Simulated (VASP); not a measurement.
LiZr4N3, 16 atoms in the cell. The structure is hexagonal, space group P6_3/mmc (No. 194). Conventional cell: a = 3.243 Å, b = 3.243 Å, c = 26.440 Å, α = 90.00°, β = 90.00°, γ = 120.00°. Li (site symmetry -6m2) is surrounded by 6 Li at 3.24 Å and 6 Zr at 3.27 Å. Zr (site symmetry 3m) is surrounded by 3 N at 2.26 Å. Zr (site symmetry 3m) is surrounded by 6 N at 2.28 to 2.32 Å. N (site symmetry 3m) has 6 Zr at 2.26 to 2.28 Å as nearest neighbours. N (site symmetry -3m) is surrounded by 6 Zr at 2.32 Å. The cell was built by a generator and needn't be a form met in nature.

* Program: VASP 6.6.1
* Task: band structure
* Functional: PBE
* Potentials or basis: VASP PAW PBE potentials, release 64 (Li_sv, Zr_sv, N)
* Cutoff: 520 eV
* k mesh: 10 × 10 × 2
* Occupations: gaussian, width 0.1 eV
* Spin: no spin polarisation
* Further INCAR settings: ALGO = Normal; EDIFF = 1e-07; NBANDS = 80

Potentials or basis: VASP PAW PBE potentials, release 64 (Li_sv, Zr_sv, N).

Launch:

```console
$ cat potpaw_PBE.64/Li_sv/POTCAR potpaw_PBE.64/Zr_sv/POTCAR potpaw_PBE.64/N/POTCAR > POTCAR
$ mpirun -np 4 vasp_std > vasp.out
```

Hardware: 4 MPI ranks on Intel(R) Xeon(R) Platinum 8488C (Sapphire Rapids), on a shared host.

Question: Estimate the wall time of this run.

Answer: It took 8.7 min on 4 MPI ranks on Intel(R) Xeon(R) Platinum 8488C (Sapphire Rapids) (shared host), peak memory 0.78 GiB a rank. Counts: scf iterations 67, k points 28.
